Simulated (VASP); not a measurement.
```yaml
crystal:
  lattice:
    - [0.00000, 2.83334, 2.83334]
    - [2.83334, 0.00000, 2.83334]
    - [2.83334, 2.83334, 0.00000]
  atoms:
    - { symbol: Ag, position: [0.00000, 0.00000, 0.00000] }
    - { symbol: Br, position: [0.50000, 0.50000, 0.50000] }
```

Level of theory: PBEsol GGA with spin-orbit coupling, VASP's PBE PAW potentials (set 64) (plane waves; VASP). Settings: 400 eV cut-off, 7×7×7 Γ-centred mesh, Gaussian smearing of 0.050 eV, potentials Ag Br.

Q: Estimate the energy per atom (σ→0), band gap (over mesh and band path) with the smallest direct gap where there is one.

A: 
The band gap (over mesh and band path) comes out as 0.42 eV and the smallest direct gap (over mesh and band path) comes out as 2.41 eV. The energy per atom (σ→0) is -2.873 eV/atom.

The absolute energy has meaning only against runs of the same code, potentials and settings.

The compound is AgBr in the rock salt structure. It was relaxed first, which changed the volume by -5 %.
